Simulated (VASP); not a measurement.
Input:

```
CELL_PARAMETERS angstrom
      5.42967     0.00000     0.00000
     -2.71483     4.70223     0.00000
      0.00000     0.00000     3.04401
ATOMIC_POSITIONS crystal
  Sc 0.00000 0.00000 0.50000
  B  0.33333 0.66667 0.50000
  B  0.66667 0.33333 0.50000
  Ir 0.00000 0.50000 0.00000
  Ir 0.50000 0.00000 0.00000
  Ir 0.50000 0.50000 0.00000
```

The numbers are results of LDA (Ceperley-Alder, Perdew-Zunger), VASP's LDA PAW potentials (set 64) (plane waves; VASP), not measurements. Settings: 400 eV cut-off, 8×8×13 Γ-centred mesh, Fermi-Dirac smearing of 0.10 eV, potentials Sc_sv B Ir.

Question: Give the energies of bands 12 to 25 at the high-symmetry points, in eV from the Fermi level.

Answer: 
```tsv
band	Γ	M	K	A	L	H
12	-5.04	-4.51	-5.25	-4.71	-4.85	-4.78
13	-5.04	-4.50	-4.43	-2.98	-3.69	-4.34
14	-2.95	-4.45	-4.43	-2.67	-3.54	-4.14
15	-2.95	-3.69	-4.09	-2.67	-3.49	-4.14
16	-2.02	-3.60	-3.22	-2.44	-3.13	-2.28
17	-2.02	-2.41	-3.22	-2.44	-2.99	-1.88
18	-1.78	-2.16	-2.19	-1.81	-2.50	-1.88
19	-1.78	-2.07	-1.77	-1.18	-1.41	-1.68
20	-1.04	-1.88	-1.50	-1.18	-1.17	-1.68
21	-1.04	-1.55	-1.50	-0.69	-0.37	-0.41
22	-0.57	-0.77	-1.19	-0.69	-0.10	-0.23
23	0.33	-0.03	0.08	-0.54	0.03	-0.23
24	0.60	1.17	1.34	0.27	0.23	0.14
25	1.28	1.90	1.34	0.27	1.52	0.95
```

It has no gap at this level: it comes out as a metal or semimetal.

The structure comes from a computed database's ScB2Ir3 entry (P6/mmm); how it stands against other phases isn't given here. The cell was not relaxed at this level.
